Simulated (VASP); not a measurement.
# TiTe2 with and without spin-orbit coupling, part 3 of 4

Aim: run bands, DOS and a relaxation of TiTe2 twice, without and with spin-orbit coupling. All runs use PBE. Left out of this account: 1 further run (self-consistent run: a reference on another mesh). The start is a cell from a database of measured crystal structures.

VASP 6.6.1, plane waves and PAW; the level of theory is named at each step.

Still holding for the runs below: This run has no spin polarisation, although Ti can carry a moment. The k-mesh is coarse for a metal.

So far. Step 3 (Bands along the symmetry lines (PBE + SOC)): Of the bands kept, 8 cross the Fermi level on this path (spinor bands, one electron each). Step 4 (Density of states (PBE)): Of the states within 0.3 eV of the Fermi level, the largest shares in the PAW spheres are Ti d 57 % and Te p 11 %. The rest lies in smaller channels or between the spheres.

## (5) Density of states (PBE + SOC)

This step: PBE, spin-orbit coupling, no spin polarisation; plane waves and PAW (Ti_sv, Te) (VASP 6.6.1).

Here the states are counted by energy and projected on the atoms.

The input, INCAR:

```
SYSTEM = TiTe2
PREC = Accurate
ENCUT = 400
EDIFF = 1E-06
NELM = 100
ISMEAR = -5
SIGMA = 0.05
LREAL = .FALSE.
ALGO = Normal
GGA = PE
LNONCOLLINEAR = .TRUE.
MAGMOM = 0 0 0 0 0 0 0 0 0
NBANDS = 36
GGA_COMPAT = .FALSE.
LASPH = .TRUE.
LSORBIT = .TRUE.
LMAXMIX = 4
LORBIT = 11
LWAVE = .FALSE.
LCHARG = .FALSE.
KPAR = 4
NEDOS = 2001
```

The input, POSCAR:

```
TiTe2
1.0
    3.7770000000      0.0000000000      0.0000000000
   -1.8885000000      3.2709779501      0.0000000000
    0.0000000000      0.0000000000      6.4980000000
Ti Te
1 2
Direct
    0.0000000000      0.0000000000      0.0000000000
    0.6666666667      0.3333333333      0.2628000000
    0.3333333333      0.6666666667      0.7372000000
```

The input, KPOINTS:

```
Automatic mesh
0
Gamma
8 8 4
0 0 0
```

Potentials, in the order of the species: Ti_sv and Te (PBE family, release 64).

Run with:

```console
> mpirun -np 4 vasp_ncl
```

The log of the run:

```text
[... set-up lines as in an earlier step ...]
 entering main loop
       N       E                     dE             d eps       ncg     rms          rms(c)
DAV:   1     0.200199796339E+03    0.20020E+03   -0.89548E+03  2600   0.105E+03
DAV:   2     0.466773551359E+01   -0.19553E+03   -0.18565E+03  2756   0.310E+02
DAV:   3    -0.168157622013E+02   -0.21483E+02   -0.20782E+02  3796   0.994E+01
DAV:   4    -0.185703492615E+02   -0.17546E+01   -0.17436E+01  3696   0.231E+01
DAV:   5    -0.186611694230E+02   -0.90820E-01   -0.90836E-01  3492   0.417E+00    0.129E+01
DAV:   6    -0.188154835229E+02   -0.15431E+00   -0.84192E+00  3320   0.397E+01    0.149E+01
DAV:   7    -0.166648197394E+02    0.21507E+01   -0.72952E+00  3056   0.355E+01    0.680E+00
DAV:   8    -0.164725414350E+02    0.19228E+00   -0.85964E-01  2804   0.735E+00    0.328E+00
DAV:   9    -0.164497107067E+02    0.22831E-01   -0.35004E-01  3112   0.590E+00    0.189E+00
DAV:  10    -0.164282318039E+02    0.21479E-01   -0.37652E-02  2836   0.222E+00    0.118E+00
DAV:  11    -0.164225794380E+02    0.56524E-02   -0.90414E-03  3216   0.113E+00    0.657E-01
DAV:  12    -0.164226497475E+02   -0.70309E-04   -0.11318E-03  3000   0.248E-01    0.513E-01
DAV:  13    -0.164226735742E+02   -0.23827E-04   -0.10998E-04  2948   0.701E-02    0.285E-01
DAV:  14    -0.164225157477E+02    0.15783E-03   -0.12438E-04  3056   0.152E-01    0.121E-01
DAV:  15    -0.164225157739E+02   -0.26172E-07   -0.20520E-05  2948   0.264E-02    0.937E-02
DAV:  16    -0.164225253225E+02   -0.95485E-05   -0.20031E-05  2784   0.421E-02    0.219E-02
DAV:  17    -0.164225275362E+02   -0.22137E-05   -0.22512E-06  2672   0.110E-02    0.635E-03
DAV:  18    -0.164225329032E+02   -0.53670E-05   -0.75084E-07  1940   0.109E-02    0.507E-03
DAV:  19    -0.164225335303E+02   -0.62710E-06   -0.22009E-07  1464   0.370E-03
   1 F= -.16422534E+02 E0= -.16422534E+02  d E =0.000000E+00  mag=    -0.0000     0.0000     0.0000
 [... a notice as in an earlier step ...]
```

The job ended after 28 s (4 MPI ranks of AMD EPYC 9R45, shared host; peak memory 1.4 GiB).

From OUTCAR (step 5):

```text
   NELECT =      24.0000    total number of electrons

 E-fermi :   6.8824

 k-point     1 :       0.0000    0.0000    0.0000
  band No.  band energies     occupation
    ...
     16       4.9960      1.00000
     17       5.2736      1.00000
     18       5.2736      1.00000
     19       6.9520      0.99499
     20       6.9520      0.99499
     21       7.1583      0.30014
     22       7.1583      0.30014
     23       7.2122     -0.08171
     24       7.2122     -0.08171
     25       7.2240      0.00000
    ...

  Total        0.3829722      0.3829722      0.6365175      0.0000000      0.0000000      0.0000000
  in kB        7.6431698      7.6431698     12.7033029      0.0000000      0.0000000      0.0000000
  external PRESSURE =       9.3298808 kB  Pullay stress =       0.0000000 kB

 POSITION                                       TOTAL-FORCE (eV/Angst)
 -----------------------------------------------------------------------------------
      0.00000      0.00000      0.00000        -0.000000      0.000000      0.000000
      1.88850      1.09033      1.70767         0.000000      0.000000      0.018164
     -0.00000      2.18065      4.79033         0.000000      0.000000     -0.018164
 -----------------------------------------------------------------------------------
    total drift:                                0.000000     -0.000000      0.000000

  FREE ENERGIE OF THE ION-ELECTRON SYSTEM (eV)
  ---------------------------------------------------
  free  energy   TOTEN  =       -16.4225335303 eV

  energy  without entropy=      -16.4225335303  energy(sigma->0) =      -16.42253353

 Spin-Orbit-Coupling matrix elements
 Ion:    1  E_soc:     -0.0145945
 Ion:    2  E_soc:     -0.2121494
 Ion:    3  E_soc:     -0.2121494

 magnetization (x)
# of ion       s       p       d       tot
------------------------------------------
    1        0.000   0.000   0.000   0.000
    2        0.000  -0.000   0.000  -0.000
    3        0.000  -0.000   0.000  -0.000
--------------------------------------------------
tot          0.000  -0.000   0.000  -0.000

 magnetization (y)
# of ion       s       p       d       tot
------------------------------------------
    1        0.000   0.000  -0.000  -0.000
    2       -0.000   0.000   0.000   0.000
    3        0.000   0.000   0.000   0.000
--------------------------------------------------
tot         -0.000   0.000   0.000  -0.000

 magnetization (z)
# of ion       s       p       d       tot
------------------------------------------
    1       -0.000   0.000  -0.000  -0.000
    2        0.000   0.000   0.000   0.000
    3        0.000   0.000   0.000   0.000
--------------------------------------------------
tot         -0.000   0.000  -0.000  -0.000

[... 8 parts as in an earlier step ...]

[... 9 further parts left out ...]
```

Numbers from this step:

```yaml
scf_cycles: 19
bands: 36
free_energy_toten: -16.42 eV
fermi_energy: 6.882 eV
pressure: 0.9330 GPa
dos_at_the_fermi_level: 1.407 states/eV/cell
```

On-site spin-orbit energy by atom:

```
atom  on-site spin-orbit energy (eV)
 Ti1                          -0.015
 Te2                          -0.212
 Te3                          -0.212
```

The density of states has structure finer than the step of the table below, so its rows give means over 0.5 eV, whole bins alone (the curve runs from -12.0 to 0.777 eV). Peaks (eV: height): total -10.70: 4.78, -10.49: 6.37, -1.70: 4.78, 0.42: 4.88; Te p -4.18: 1.33, -2.62: 1.25, -1.70: 1.59, 0.42: 0.503; Ti d -1.70: 1.12, 0.42: 3.00; Te s -10.70: 3.20, -10.49: 4.36.

States under -12.0 eV and over 0.8 eV are left out. Density of states against energy, zero at the Fermi level; means over each step; values in states/eV/cell:

```
energy (eV)   total     Te p     Ti d     Te s
      -11.5    1.08  0.00775  0.00326    0.653
      -11.0    2.55   0.0139   0.0216     1.65
      -10.5    3.73   0.0161   0.0568     2.49
      -10.0       0        0        0        0
       -9.5       0        0        0        0
       -9.0       0        0        0        0
       -8.5       0        0        0        0
       -8.0       0        0        0        0
       -7.5       0        0        0        0
       -7.0       0        0        0        0
       -6.5       0        0        0        0
       -6.0       0        0        0        0
       -5.5  3.7e-4   1.1e-4   1.3e-5   6.6e-6
       -5.0   0.614    0.189   0.0282  0.00722
       -4.5    2.57    0.817    0.124   0.0378
       -4.0    2.85    0.943    0.164   0.0574
       -3.5    1.16    0.375   0.0947   0.0381
       -3.0    2.31    0.775    0.238   0.0388
       -2.5    2.96    0.995    0.464   0.0301
       -2.0    4.33     1.44    0.981   0.0375
       -1.5    3.58     1.25    0.713   0.0435
       -1.0    2.14    0.774    0.389   0.0240
       -0.5    1.03    0.317    0.289  0.00873
        0.0    1.46    0.163    0.829   0.0116
        0.5    2.81    0.246     1.78   0.0202
```

The DOS at the Fermi level goes from 1.35 to 1.41 states/eV/cell, a number that is sensitive to the mesh. The run took 3.4 times the core time, with 36 spinor bands against 25. Of the states within 0.3 eV of the Fermi level, the largest shares in the PAW spheres are Ti d 57 % and Te p 11 %. The rest lies in smaller channels or between the spheres.

## (6) Full relaxation (PBE)

This step: PBE, no spin polarisation; plane waves and PAW (Ti_sv, Te) (VASP 6.6.1).

Last, the cell itself: ISIF = 3 frees volume, shape and positions, first without the coupling.

The input, INCAR:

```
SYSTEM = TiTe2
PREC = Accurate
ENCUT = 400
EDIFF = 1E-06
NELM = 100
ISMEAR = -1
SIGMA = 0.05
LREAL = .FALSE.
ALGO = Normal
GGA = PE
NBANDS = 18
LASPH = .TRUE.
LORBIT = 11
LWAVE = .FALSE.
LCHARG = .FALSE.
KPAR = 4
IBRION = 2
NSW = 60
ISIF = 3
EDIFFG = -0.01
```

POSCAR is that of step 5.

KPOINTS is that of step 5.

Run with:

```console
> mpirun -np 4 vasp_std
```

The log of the run:

```text
[... set-up lines as in an earlier step ...]
 entering main loop
       N       E                     dE             d eps       ncg     rms          rms(c)
DAV:   1     0.157368941335E+03    0.15737E+03   -0.93726E+03  1268   0.102E+03
DAV:   2    -0.452809306750E+01   -0.16190E+03   -0.15805E+03  1404   0.280E+02
DAV:   3    -0.180485532302E+02   -0.13520E+02   -0.13264E+02  1970   0.779E+01
DAV:   4    -0.184455928857E+02   -0.39704E+00   -0.39504E+00  1586   0.126E+01
DAV:   5    -0.184598711291E+02   -0.14278E-01   -0.14274E-01  1910   0.230E+00    0.121E+01
DAV:   6    -0.186299847602E+02   -0.17011E+00   -0.40137E+01  1430   0.395E+01    0.147E+01
DAV:   7    -0.164689151862E+02    0.21611E+01   -0.32596E+01  1606   0.339E+01    0.549E+00
DAV:   8    -0.162167767232E+02    0.25214E+00   -0.14290E+00  1450   0.839E+00    0.186E+00
DAV:   9    -0.162380269362E+02   -0.21250E-01   -0.36020E-01  1660   0.386E+00    0.172E+00
DAV:  10    -0.162178758212E+02    0.20151E-01   -0.35068E-01  1524   0.417E+00    0.895E-01
DAV:  11    -0.162126631660E+02    0.52127E-02   -0.37641E-02  1478   0.145E+00    0.407E-01
DAV:  12    -0.162128324414E+02   -0.16928E-03   -0.21072E-03  1502   0.355E-01    0.282E-01
DAV:  13    -0.162126443707E+02    0.18807E-03   -0.69696E-04  1564   0.190E-01    0.597E-02
DAV:  14    -0.162126463576E+02   -0.19869E-05   -0.20022E-05  1442   0.345E-02    0.445E-02
DAV:  15    -0.162126391885E+02    0.71691E-05   -0.13852E-05  1568   0.283E-02    0.225E-02
DAV:  16    -0.162126366946E+02    0.24940E-05   -0.12571E-05  1488   0.229E-02    0.196E-03
DAV:  17    -0.162126368183E+02   -0.12378E-06   -0.40642E-07   750   0.465E-03
   1 F= -.16212637E+02 E0= -.16206926E+02  d E =-.162126E+02
 curvature:   0.00 expect dE= 0.000E+00 dE for cont linesearch  0.000E+00
 trial: gam= 0.00000 g(F)=  0.576E-04 g(S)=  0.819E-02 ort = 0.000E+00 (trialstep = 0.100E+01)
 search vector abs. value=  0.825E-02
 bond charge predicted
       N       E                     dE             d eps       ncg     rms          rms(c)
DAV:   1    -0.163147409027E+02   -0.10210E+00   -0.18156E+00  1602   0.149E+01    0.290E+00
DAV:   2    -0.164124566684E+02   -0.97716E-01   -0.28206E+00  1568   0.122E+01    0.290E+00
DAV:   3    -0.162166906661E+02    0.19577E+00   -0.10081E+00  1486   0.630E+00    0.511E-01
DAV:   4    -0.162138163236E+02    0.28743E-02   -0.24995E-02  1612   0.109E+00    0.184E-01
DAV:   5    -0.162138392456E+02   -0.22922E-04   -0.34449E-03  1790   0.360E-01    0.189E-01
DAV:   6    -0.162143375145E+02   -0.49827E-03   -0.79134E-04  1854   0.167E-01    0.754E-02
DAV:   7    -0.162144607262E+02   -0.12321E-03   -0.50441E-04  1818   0.889E-02    0.354E-02
DAV:   8    -0.162144836239E+02   -0.22898E-04   -0.48779E-05  1554   0.402E-02    0.215E-02
DAV:   9    -0.162144806722E+02    0.29517E-05   -0.29817E-05  1650   0.326E-02    0.936E-03
DAV:  10    -0.162144808228E+02   -0.15058E-06   -0.76979E-07   798   0.709E-03
   2 F= -.16214481E+02 E0= -.16208588E+02  d E =-.184400E-02
[... from here on, the cycles between the ionic steps are left out ...]
   3 F= -.16215280E+02 E0= -.16209454E+02  d E =-.264342E-02
   4 F= -.16216275E+02 E0= -.16210412E+02  d E =-.994991E-03
   5 F= -.16218406E+02 E0= -.16212418E+02  d E =-.312534E-02
   6 F= -.16219328E+02 E0= -.16213018E+02  d E =-.404785E-02
   7 F= -.16219467E+02 E0= -.16213248E+02  d E =-.418717E-02
   8 F= -.16219467E+02 E0= -.16213289E+02  d E =0.426871E-08
   9 F= -.16219625E+02 E0= -.16213425E+02  d E =-.157262E-03
  10 F= -.16219663E+02 E0= -.16213614E+02  d E =-.380235E-04
 trial-energy change:   -0.000038  1 .order   -0.000040   -0.000316    0.000236
 step:   1.2034(harm=  1.2034)  dis= 0.00254  next Energy=   -16.219715 (dE=-0.903E-04)
 bond charge predicted
       N       E                     dE             d eps       ncg     rms          rms(c)
DAV:   1    -0.162198103596E+02   -0.14768E-03   -0.68865E-03  1322   0.868E-01    0.757E-02
DAV:   2    -0.162197476858E+02    0.62674E-04   -0.41182E-04  1352   0.171E-01    0.385E-02
DAV:   3    -0.162197367483E+02    0.10937E-04   -0.24107E-04  1602   0.892E-02    0.364E-02
DAV:   4    -0.162197156932E+02    0.21055E-04   -0.11221E-04  1760   0.767E-02    0.104E-02
DAV:   5    -0.162197154249E+02    0.26834E-06   -0.35770E-06  1534   0.130E-02
  11 F= -.16219715E+02 E0= -.16213600E+02  d E =-.907496E-04
 curvature:  -1.06 expect dE=-0.251E-05 dE for cont linesearch -0.102E-06
 trial: gam= 0.00000 g(F)=  0.464E-06 g(S)=  0.190E-05 ort =-0.504E-05 (trialstep = 0.192E+01)
 search vector abs. value=  0.236E-05
 reached required accuracy - stopping structural energy minimisation
```

Run time: 38 s. Hardware: 4 MPI ranks; peak memory 0.78 GiB.

OUTCAR, selected parts (step 6):

```text
   k-points           NKPTS =     35   k-points in BZ     NKDIM =     35   number of bands    NBANDS=     18

   NELECT =      24.0000    total number of electrons

 E-fermi :   6.4301

 k-point     1 :       0.0000    0.0000    0.0000
  band No.  band energies     occupation
    ...
      5      -5.8180      2.00000
      6      -4.4931      2.00000
      7       1.4042      2.00000
      8       4.8130      2.00000
      9       4.8130      2.00000
     10       6.7416      0.00393
     11       6.7820      0.00176
     12       6.8357      0.00060
     13       6.8357      0.00060
     14       7.5042      0.00000
    ...

  Total        0.0069129      0.0069129      0.0047341      0.0000000     -0.0000000     -0.0000000
  in kB        0.1336873      0.1336873      0.0915522      0.0000000     -0.0000000     -0.0000000
  external PRESSURE =       0.1196423 kB  Pullay stress =       0.0000000 kB

 POSITION                                       TOTAL-FORCE (eV/Angst)
 -----------------------------------------------------------------------------------
      0.00000      0.00000     -0.00000        -0.000000      0.000000      0.000000
      1.89162      1.09212      1.71691         0.000000      0.000000      0.002192
     -0.00000      2.18425      4.96692        -0.000000     -0.000000     -0.002192
 -----------------------------------------------------------------------------------
    total drift:                               -0.000000      0.000000      0.000000

  FREE ENERGIE OF THE ION-ELECTRON SYSTEM (eV)
  ---------------------------------------------------
  free  energy   TOTEN  =       -16.2197154249 eV

  energy  without entropy=      -16.2074843188  energy(sigma->0) =      -16.21359987

 reached required accuracy - stopping structural energy minimisation

[... 6 parts as in an earlier step ...]

[... 10 further parts left out ...]
```

CONTCAR:

```
TiTe2
   1.00000000000000
     3.7832305132655546    0.0000000000000000    0.0000000000000000
    -1.8916152566327773    3.2763737328666154   -0.0000000000000000
     0.0000000000000000    0.0000000000000001    6.6838262181310260
  Ti              Te
     1     2
Direct
     0.0000000000000000    0.0000000000000000    0.0000000000000000
     0.6666666667000030    0.3333333332999970    0.2568752311759440
     0.3333333332999970    0.6666666667000030    0.7431247688240561
```

The bonds form layers, held to each other by dispersion, which PBE lacks, so the spacing between them is unreliable. The run keeps the 12 symmetry operations of its start, so it cannot find a distortion of lower symmetry.

Relaxation path:

| step | energy less that of the first step (eV) | largest force (eV/Å) | pressure (GPa) | volume (Å³) |
| --- | --- | --- | --- | --- |
| 1 | 0.0000 | 0.0244 | 0.78 | 80.28 |
| 2 | -0.0018 | 0.1582 | -0.46 | 81.79 |
| 3 | -0.0026 | 0.0941 | -0.03 | 81.25 |
| 4 | -0.0036 | 0.0836 | -0.01 | 81.40 |
| 5 | -0.0058 | 0.0533 | 0.04 | 81.82 |
| 6 | -0.0067 | 0.0045 | 0.15 | 82.67 |
| 7 | -0.0068 | 0.0080 | 0.12 | 82.47 |
| 8 | -0.0068 | 0.0364 | -0.23 | 83.15 |
| 9 | -0.0070 | 0.0224 | -0.06 | 82.81 |
| 10 | -0.0070 | 0.0210 | 0.06 | 82.87 |
| 11 | -0.0071 | 0.0022 | 0.01 | 82.85 |

| conventional cell, symmetrised | before | after | change |
| --- | --- | --- | --- |
| a (Å) | 3.777 | 3.783 | +0.2 % |
| b (Å) | 3.777 | 3.783 | +0.2 % |
| c (Å) | 6.498 | 6.684 | +2.9 % |
| volume (Å³/atom) | 26.76 | 27.62 | +3.2 % |

The atoms that moved most (Å, as changes of fractional coordinates times the final cell):

```
atom     dx     dy      dz  length
 Te3  0.000  0.000   0.040   0.040
 Te2  0.000  0.000  -0.040   0.040
```

The relaxed structure:

```cif
data_structure
_symmetry_space_group_name_H-M 'P 1'
_symmetry_Int_Tables_number 1
_cell_length_a 3.7832
_cell_length_b 3.7832
_cell_length_c 6.6838
_cell_angle_alpha 90.000
_cell_angle_beta 90.000
_cell_angle_gamma 120.000
_cell_volume 82.85
loop_
_atom_site_label
_atom_site_type_symbol
_atom_site_fract_x
_atom_site_fract_y
_atom_site_fract_z
_atom_site_occupancy
Ti1 Ti 0.00000 0.00000 0.00000 1
Te2 Te 0.66667 0.33333 0.25688 1
Te3 Te 0.33333 0.66667 0.74312 1
```

This step gave:

```
bands                           : 18
free energy (TOTEN)             : -16.22 eV
energy at zero smearing         : -16.21 eV
Fermi energy                    : 6.430 eV
pressure                        : 0.01196 GPa
SCF cycles over all ionic steps : 97
```

It ends with a largest force of 0.002 eV/Å and a pressure of 0.01 GPa.

(Continued in part 4 of 4.)

[Lines on the potential files, build, host, timing and source positions are cut from VASP's logs without a mark.]

[Logs are printed without paths, hosts, clocks, repeated set-up lines and the standing remarks that a program may print on its own settings, such as how far it seeks lower states.]

[Hosts, paths, dates, database ids (printed as entryN), source tags and the programs' standing remarks are cut or masked in the printed files.]

[A measured line is paired with the nearest computed mode of its activity, which favours agreement.]
